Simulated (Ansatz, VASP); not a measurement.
## Cross-check of HfC between VASP and Ansatz

Wanted: the spread between two codes on one cell, functional and k mesh. The cell is taken from a series of runs on this material, whose earlier steps may have relaxed, scaled, displaced or heated it; both programs get it as it stands.

Main program and level: Ansatz 0.2.0; plane waves, with VASP 6.6.1 beside it; single point at LDA.

**1. The structure**

Symmetry: Fm-3m, No. 225, cubic system. Conventional cell: a = 4.447 Å, b = 4.447 Å, c = 4.447 Å, α = 90.00°, β = 90.00°, γ = 90.00°. Nearest to C lie 6 Hf at 2.22 Å. Nearest to Hf lie 6 C at 2.22 Å. Farther neighbours are not listed.

**2. VASP: single point, LDA, pair 1**

A single point gives forces, pressure and levels at one fixed geometry, so differences don't come from the geometry; what else differs is listed under the comparison.

Lines of VASP's logs that name or quote its potential files are left out, and so is its time.

INCAR

```
SYSTEM = HfC
PREC = Accurate
ENCUT = 600
EDIFF = 1E-06
NELM = 120
ISMEAR = 1
SIGMA = 0.2
LREAL = .FALSE.
ALGO = Normal
GGA = PW92
NBANDS = 13
LASPH = .TRUE.
LORBIT = 11
LWAVE = .FALSE.
LCHARG = .FALSE.
ISIF = 2
GGA_COMPAT = .FALSE.
```

POSCAR

```
HfC
1.0
    0.0000000000      2.2237004340      2.2237004340
    2.2237004340      0.0000000000      2.2237004340
    2.2237004340      2.2237004340      0.0000000000
C Hf
1 1
Direct
    0.0000000000      0.0000000000      0.0000000000
    0.5000000000      0.5000000000      0.5000000000
```

KPOINTS

```
Automatic mesh
0
Gamma
16 16 16
0 0 0
```

PAW data sets: C and Hf_pv (LDA family, release 64).

Launch:

```sh
$ mpirun -np 1 vasp_std
```

Numbers of over 12 decimals in the logs are rounded to 6 here.

The log of the run:

```text
[banner, memory and clock lines left out]
running    1 mpi-ranks, on    1 nodes
 distrk:  each k-point on    1 cores,    1 groups
 distr:  one band on    1 cores,    1 groups

 POSCAR found type information on POSCAR C Hf
 POSCAR found :  2 types and       2 ions
|                                                                             |
|               ----> ADVICE to this user running VASP <----                  |
|                                                                             |
|     You enforced a specific xc type in the INCAR file but a different       |
|     [... a line on the potential file left out ...]
|     I HOPE YOU KNOW WHAT YOU ARE DOING!                                     |
|                                                                             |

 LDA part: xc-table for (Slater(with rela. corr.)+PW92), standard interpolation
 POSCAR, INCAR and KPOINTS ok, starting setup
 FFT: planning ... GRIDC
 FFT: planning ... GRID_SOFT
 FFT: planning ... GRID
 WAVECAR not read
 entering main loop
       N       E                     dE             d eps       ncg     rms          rms(c)
DAV:   1     0.244295021288E+02    0.24430E+02   -0.86567E+03  3778   0.120E+03
DAV:   2    -0.241726548641E+02   -0.48602E+02   -0.45650E+02  4831   0.223E+02
DAV:   3    -0.258154881678E+02   -0.16428E+01   -0.16357E+01  4665   0.295E+01
DAV:   4    -0.258231543286E+02   -0.76662E-02   -0.76654E-02  4225   0.244E+00
DAV:   5    -0.258232038526E+02   -0.49524E-04   -0.49524E-04  4751   0.177E-01    0.736E+01
DAV:   6    -0.228004311865E+02    0.30228E+01   -0.13004E+01  4310   0.198E+01    0.509E+01
DAV:   7    -0.227579267102E+02    0.42504E-01   -0.53324E-01  4495   0.521E+00    0.249E+01
DAV:   8    -0.227459573021E+02    0.11969E-01   -0.29715E-02  4635   0.136E+00    0.390E+00
DAV:   9    -0.227432829594E+02    0.26743E-02   -0.15261E-02  4420   0.643E-01    0.160E+00
DAV:  10    -0.227429105484E+02    0.37241E-03   -0.12715E-03  4440   0.264E-01    0.463E-02
DAV:  11    -0.227429114431E+02   -0.89471E-06   -0.52280E-05  4635   0.642E-02    0.478E-02
DAV:  12    -0.227429110098E+02    0.43340E-06   -0.10700E-06  3191   0.953E-03
   1 F= -.22742911E+02 E0= -.22742790E+02  d E =-.364356E-03
```

From OUTCAR (step 2):

```text
ion  position               nearest neighbor table
   1  0.000  0.000  0.000-   2 2.22   2 2.22   2 2.22   2 2.22   2 2.22   2 2.22
   2  0.500  0.500  0.500-   1 2.22   1 2.22   1 2.22   1 2.22   1 2.22   1 2.22

  LATTYP: Found a face centered cubic cell.
 ALAT       =     4.4474008680

 Subroutine GETGRP returns: Found 48 space group operations
 (whereof 48 operations were pure point group operations)

The static configuration has the point symmetry O_h .

 Found    145 irreducible k-points:

   k-points           NKPTS =    145   k-points in BZ     NKDIM =    145   number of bands    NBANDS=     13

   dimension x,y,z NGX =    28 NGY =   28 NGZ =   28
   dimension x,y,z NGXF=    56 NGYF=   56 NGZF=   56

   ENCUT  =  600.0 eV  44.10 Ry    6.64 a.u.   6.28  6.28  6.28*2*pi/ulx,y,z

   NELECT =      14.0000    total number of electrons

 k-points in reciprocal lattice and weights: Automatic mesh
   0.00000000  0.00000000  0.00000000       0.000
   0.06250000  0.00000000  0.00000000       0.002
   0.12500000  0.00000000  0.00000000       0.002
   0.18750000  0.00000000  0.00000000       0.002
   0.25000000  0.00000000  0.00000000       0.002
   0.31250000  0.00000000  0.00000000       0.002
   0.37500000  0.00000000  0.00000000       0.002
   0.43750000  0.00000000  0.00000000       0.002
   0.50000000  0.00000000  0.00000000       0.001
[...]
-0.31250000  0.50000000  0.18750000       0.003
  -0.25000000  0.50000000  0.25000000       0.001

 average (electrostatic) potential at core
       1 -50.7119       2 -33.9547

 E-fermi :   6.9484

 k-point     1 :       0.0000    0.0000    0.0000
  band No.  band energies     occupation
      1     -21.8175      2.00000
      2     -21.8175      2.00000
      3     -21.8175      2.00000
      4      -5.8525      2.00000
      5       8.0476     -0.00000
      6       8.0476     -0.00000
      7       8.0476     -0.00000
      8       8.2701     -0.00000
      9       8.2701     -0.00000
    ...

 k-point     2 :       0.0625    0.0000    0.0000
  band No.  band energies     occupation
      1     -21.8653      2.00000
      2     -21.8217      2.00000
      3     -21.8217      2.00000
      4      -5.7282      2.00000
      5       7.1692     -0.06566
      6       7.4278     -0.00362
      7       7.4278     -0.00362
      8       8.5445     -0.00000
      9       8.5445     -0.00000
    ...

 k-point     3 :       0.1250    0.0000    0.0000
  band No.  band energies     occupation
    ...
      3     -21.8334      2.00000
      4      -5.3683      2.00000
      5       6.0459      2.00000
      6       6.5112      2.00839
      7       6.5112      2.00839
      8       8.9283     -0.00000
      9       8.9283     -0.00000
     10       9.4239     -0.00000
     11      12.5156      0.00000
     12      12.5156      0.00000
    ...

  Total        3.6596115      3.6596115      3.6596115      0.0000000      0.0000000      0.0000000
  in kB      266.6163171    266.6163171    266.6163171      0.0000000      0.0000000      0.0000000
  external PRESSURE =     266.6163171 kB  Pullay stress =       0.0000000 kB

  energy-cutoff  :      600.00
  volume of cell :       21.99
      direct lattice vectors                 reciprocal lattice vectors
     0.000000000  2.223700434  2.223700434    -0.224850431  0.224850431  0.224850431
     2.223700434  0.000000000  2.223700434     0.224850431 -0.224850431  0.224850431
     2.223700434  2.223700434  0.000000000     0.224850431  0.224850431 -0.224850431

 POSITION                                       TOTAL-FORCE (eV/Angst)
 -----------------------------------------------------------------------------------
      0.00000      0.00000      0.00000        -0.000000      0.000000      0.000000
      2.22370      2.22370      2.22370         0.000000      0.000000     -0.000000
 -----------------------------------------------------------------------------------
    total drift:                                0.000000      0.000000      0.000000

  FREE ENERGIE OF THE ION-ELECTRON SYSTEM (eV)
  ---------------------------------------------------
  free  energy   TOTEN  =       -22.7429110098 eV

  energy  without entropy=      -22.7425466533  energy(sigma->0) =      -22.74278956

 total charge
# of ion       s       p       d       tot
------------------------------------------
    1        0.885   1.590   0.000   2.476
    2        0.352   6.798   1.950   9.099
--------------------------------------------------
tot          1.237   8.388   1.950  11.575

[... 3 further parts left out ...]
```

Harder data sets than Hf_pv exist (the GW ones), and pressures, volumes and forces can shift noticeably with them.

**3. Ansatz: single point, LDA, pair 1**

Ansatz runs on its PAW soft_1 files.

The same cell, functional (in two slightly different forms), mesh and smearing now go to Ansatz, which takes its cutoff from its data sets.

input.yaml

```yaml
crystal:
  lattice:
    - [0.0, 2.223700434, 2.223700434]
    - [2.223700434, 0.0, 2.223700434]
    - [2.223700434, 2.223700434, 0.0]
  atoms:
    - { symbol: C, position: [0.0, 0.0, 0.0] }
    - { symbol: Hf, position: [0.5, 0.5, 0.5] }
kpoints:
  mp_grid: { grid: [16, 16, 16] }
hamiltonian:
  xc: lda
  pseudopotentials: { kind: paw, azcp: { folder: soft_1 }, xc_functional: pbe }
scf:
  occupations: { method: methfessel_paxton, width: 0.2 }
output:
  forces: true
  stress: true
  eigenvalues: true
```

Launch:

```sh
$ ansatz run input.yaml --threads 4 --pin off --max-ram 10240MiB --backend cpu --events-out ev --progress --plain --runs-dir out
```

The log of the run:

```text
Engine: ansatz 0.2.0, x86_64-unknown-linux-gnu
Pseudopotentials: kind: paw
Pseudopotential: C, paw, valence charge 4, recommended cutoff 420 eV (normal), soft_1/C.paw.azcp
Pseudopotential: Hf, paw, valence charge 26, recommended cutoff 420 eV (normal), soft_1/Hf.paw.azcp
Functional definition: SPW92
  exchange = slater_x
  correlation = pw_c
Crystal: 2 atoms, lattice volume = 21.992 Å³
Basis set: ecut = 420 eV, 411 PW (Γ)
Bands: 19, of which v1, the nominal top of the filled ones, is band 15 counted from 1 (14 counted from 0)
Symmetry: 48 space group operations
Space group: Fm-3m (ITA 225), of the structure as read, at distance tolerance 2.8e-5 Å
k-points: 145 of 4096
Non-local potential: C, projectors of the file, l = 0: 2, l = 1: 2, l = 2: 1
Non-local potential: Hf, projectors of the file, l = 0: 3, l = 1: 2, l = 2: 2, l = 3: 3
PAW form: soft (Blöchl's): semilocal exchange-correlation on the pseudo side does not see the compensation charge
PAW frozen core: C, regenerated for the run's functional, and the local potential with it (the file was generated under x = pbe(κ = 0.804, μ = 0.219515), c = pbe(β = 0.066725))
PAW frozen core: Hf, regenerated for the run's functional, and the local potential with it (the file was generated under x = pbe(κ = 0.804, μ = 0.219515), c = pbe(β = 0.066725))
PAW one-centre angular grid: C, 110 points (default); XC on 64 Gauss nodes
PAW one-centre angular grid: Hf, 590 points (default); XC on 64 Gauss nodes
Initial density: superposition of atomic densities (chi_scale 0.1, normalization cell, long waves kept (reshape's long-wave potential 0.00 eV rms))
Initial wavefunctions: pseudopotential atomic-orbital guess
Functional: x = slater, c = lda
SCF iter   1: F=—  HF=-15723.071476 eV  |F-HF|=—  |Δ(HF+E_count)|=         —  Δρ=1.01e-1  dr2=2.83e0  ethr=3.10e-3  ⟨swp⟩=4.9  Hψ=12244  notcnv=0
preconditioner: auto → Kerker (q_TF=auto, 2.873 Å⁻¹)  [metal: Δε(μ)=0.105 eV  Ē_g=17.945 eV  σ=0.200 eV  W_gap=0.40  n_scr=14 (ndim 8)  ℏωp=41.9 eV  f_vac=0.000  D(μ)=0.22/eV (n_scr^D=0)]
SCF iter   2: F=—  HF=-15722.443977 eV  |F-HF|=—  |Δ(HF+E_count)|=   6.27e-1  S|Δr|=    0.00e0  Δρ=3.55e-2  dr2=2.85e-1  ethr=3.10e-3  ⟨swp⟩=2.2  Hψ=4995  notcnv=0
SCF iter   3: F=—  HF=-15722.374794 eV  |F-HF|=—  |Δ(HF+E_count)|=   6.92e-2  S|Δr|=    0.00e0  Δρ=1.35e-2  dr2=2.31e-2  ethr=9.50e-4  ⟨swp⟩=2.0  Hψ=5428  notcnv=0
SCF iter   4: F=—  HF=-15722.369545 eV  |F-HF|=—  |Δ(HF+E_count)|=   5.25e-3  S|Δr|=    0.00e0  Δρ=7.91e-3  dr2=6.45e-3  ethr=7.69e-5  ⟨swp⟩=2.0  Hψ=4876  notcnv=0
SCF iter   5: F=—  HF=-15722.369162 eV  |F-HF|=—  |Δ(HF+E_count)|=   3.83e-4  S|Δr|=    0.00e0  Δρ=1.54e-3  dr2=3.05e-4  ethr=2.15e-5  ⟨swp⟩=2.0  Hψ=4497  notcnv=0
SCF iter   6: F=—  HF=-15722.369035 eV  |F-HF|=—  |Δ(HF+E_count)|=   1.27e-4  S|Δr|=    0.00e0  Δρ=3.07e-4  dr2=2.11e-5  ethr=1.02e-6  ⟨swp⟩=2.4  Hψ=4780  notcnv=0
SCF iter   7: F=—  HF=-15722.369030 eV  |F-HF|=—  |Δ(HF+E_count)|=   4.68e-6  S|Δr|=    0.00e0  Δρ=9.06e-5  dr2=1.26e-6  ethr=7.02e-8  ⟨swp⟩=2.1  Hψ=4986  notcnv=0
SCF iter   8: F=-15722.369030 eV  HF=-15722.369030 eV  |F-HF|=7.87e-9  |Δ(HF+E_count)|=   8.38e-8  S|Δr|=    0.00e0  Δρ=1.61e-5  dr2=4.06e-8  ethr=3.33e-10  ⟨swp⟩=5.1  Hψ=14042  notcnv=0
SCF 1 converged in 8 iterations: F = -15722.369030 eV  dr2 = 4.06e-8
  greatest PAW one-centre occupation: 0.998 electrons in one spin orbital (limit 2), on the Hf atom at site 1 (counted from 0), in its partial waves of l = 3
SCF converged after 8 iterations
Stability not checked: this state was not tested for a lower state beside it, because cold or Methfessel-Paxton smearing, or corrected tetrahedra, fill the levels in a way that the test cannot read (fill_not_monotonic; see scf.lower_state_search)
Free energy (F): -15722.369030 eV
Harris-Foulkes:  -15722.369030 eV  (|F-HF|=7.87e-9)
Internal energy: -15722.368646 eV  (E = F + TS)
E sigma→0 (E₀):  -15722.368934 eV
Entropy (-TS):   -0.000384 eV (-0.192 meV/atom)
Fermi energy:    21.115784 eV
--- Per-component energies (eV) ---
  E_band       = 149.808134
  E_kinetic    = 504.621402
  E_local      = -5867.620477  (includes V_loc(G=0)·N_el)
  E_nonlocal   = 100.401493
  E_hartree    = 2906.797965
  E_xc         = -315.397531
  E_vxc        = -318.364104  (∫ρ·V_xc dr)
  E_paw        = -7550.477666  (= ΣΔE_a)
  E_vpaw       = -82.818813  (= ΣTr[D̂ρ^β])
  E_aug_tail   = 0.000127  (compensation charges beyond the density's cutoff)
  E_ewald      = -5503.213880
  E_core_change = 2.519920  (= ΣΔE_core)
  E_smearing   = -0.000384  (= −TS)
  E_closure    = 0.000000  (closes the sum)
  Σ components = -15722.369030   (vs F -15722.369030, Δ=0.00e0)
--- Forces (eV/Å), atoms counted from 1 ---
  atom   1  C     -0.00000000     0.00000000     0.00000000
  atom   2  Hf     0.00000000    -0.00000000     0.00000000
  max |Σ_I F_I| component: 1.08e-28 eV/Å
--- Stress (GPa, compression-positive) ---
       25.648153       0.000000       0.000000
        0.000000      25.648153       0.000000
        0.000000       0.000000      25.648153
  P = ⅓ Tr σ = 25.6482 GPa (256.482 kbar)
--- Band table (eV; the first three rows and the last of 145) ---
  k-point 0: bands = [... 11 lower, 10.6421, 22.2784, 22.2784, 22.2784, 22.3691, 22.3691, 22.3691, 24.7776]
  k-point 1: bands = [... 11 lower, 10.6422, 21.3436, 21.6200, 21.6200, 22.6633, 22.6633, 23.0709, 25.3763]
  k-point 2: bands = [... 11 lower, 10.6426, 20.2227, 20.6913, 20.6913, 23.0400, 23.0400, 23.5877, 26.6224]
  k-point 144: bands = [... 11 lower, 11.4167, 17.7747, 18.3075, 18.3075, 25.0997, 25.0997, 28.7911, 29.3637]
```

In the SCF lines HF is the Harris–Foulkes energy and dr2 the Hartree energy of the density residual, in eV; the loop may stop once dr2 is under the threshold and the program's other checks hold. Hψ counts applications of the Hamiltonian.

The run ends at a pressure of 25.65 GPa.

**4. Differences**

Known differences besides the potentials themselves: the data sets hold 30 valence electrons in Ansatz (on its PAW soft_1 files) and 14 in VASP; the cutoff is 420 eV in Ansatz and 600 eV in VASP; VASP's log shows a relativistic correction to its local exchange, Ansatz's none. Total energies have different zeros and are not compared.

Both answers:

```
      quantity  Ansatz   VASP  difference
pressure (GPa)   25.65  26.66       -1.01
```

**5. VASP: single point, LDA, pair 2**

With cell and atoms fixed, the geometry can't cause a difference; cores, projectors, grids and the points listed under the comparison can. The cell compared in this pair holds 21.51 Å³, against 21.99 Å³ for the pair before.

INCAR is that of step 2.

POSCAR

```
HfC
1.0
    0.0000000000      2.2074684653      2.2074684653
    2.2074684653      0.0000000000      2.2074684653
    2.2074684653      2.2074684653      0.0000000000
C Hf
1 1
Direct
    0.0000000000      0.0000000000      0.0000000000
    0.5000000000      0.5000000000      0.5000000000
```

KPOINTS is that of step 2.

Launch:

```sh
$ mpirun -np 1 vasp_std
```

The log of the run:

```text
[banner, memory and clock lines left out]
running    1 mpi-ranks, on    1 nodes
[...]
[... a notice as in an earlier step ...]

 LDA part: xc-table for (Slater(with rela. corr.)+PW92), standard interpolation
 POSCAR, INCAR and KPOINTS ok, starting setup
[...]
entering main loop
       N       E                     dE             d eps       ncg     rms          rms(c)
DAV:   1     0.256908303560E+02    0.25691E+02   -0.87310E+03  3786   0.121E+03
DAV:   2    -0.241033530155E+02   -0.49794E+02   -0.46553E+02  4709   0.228E+02
DAV:   3    -0.257101090282E+02   -0.16068E+01   -0.15998E+01  4670   0.296E+01
DAV:   4    -0.257174975489E+02   -0.73885E-02   -0.73878E-02  4223   0.239E+00
[...]
DAV:  10    -0.226503647112E+02    0.34535E-03   -0.11622E-03  4385   0.251E-01    0.431E-02
DAV:  11    -0.226503659831E+02   -0.12718E-05   -0.48456E-05  4695   0.601E-02    0.397E-02
DAV:  12    -0.226503655312E+02    0.45187E-06   -0.11223E-06  3250   0.987E-03
   1 F= -.22650366E+02 E0= -.22650297E+02  d E =-.206219E-03
```

Parts of OUTCAR (step 5):

```text
  Total        4.7163851      4.7163851      4.7163851      0.0000000      0.0000000     -0.0000000
  in kB      351.2419057    351.2419057    351.2419057      0.0000000      0.0000000     -0.0000000
  external PRESSURE =     351.2419057 kB  Pullay stress =       0.0000000 kB

 POSITION                                       TOTAL-FORCE (eV/Angst)
 -----------------------------------------------------------------------------------
      0.00000      0.00000      0.00000         0.000000      0.000000      0.000000
      2.20747      2.20747      2.20747         0.000000     -0.000000     -0.000000
 -----------------------------------------------------------------------------------
    total drift:                                0.000000      0.000000      0.000000

  FREE ENERGIE OF THE ION-ELECTRON SYSTEM (eV)
  ---------------------------------------------------
  free  energy   TOTEN  =       -22.6503655312 eV

  energy  without entropy=      -22.6501593117  energy(sigma->0) =      -22.65029679

[... 1 part as in an earlier step ...]

[... 2 further parts left out ...]
[key lines of the parts left out:]
E-fermi :   7.1471
```

The run ends at a pressure of 35.12 GPa.

(Continued in part 2 of 2.)

[Lines on the potential files, build, host, timing and source positions are cut from VASP's logs without a mark.]

[Logs are printed without paths, hosts, clocks, repeated set-up lines and the standing remarks that a program may print on its own settings, such as how far it seeks lower states.]

[Hosts, paths, dates, database ids (printed as entryN), source tags and the programs' standing remarks are cut or masked in the printed files.]
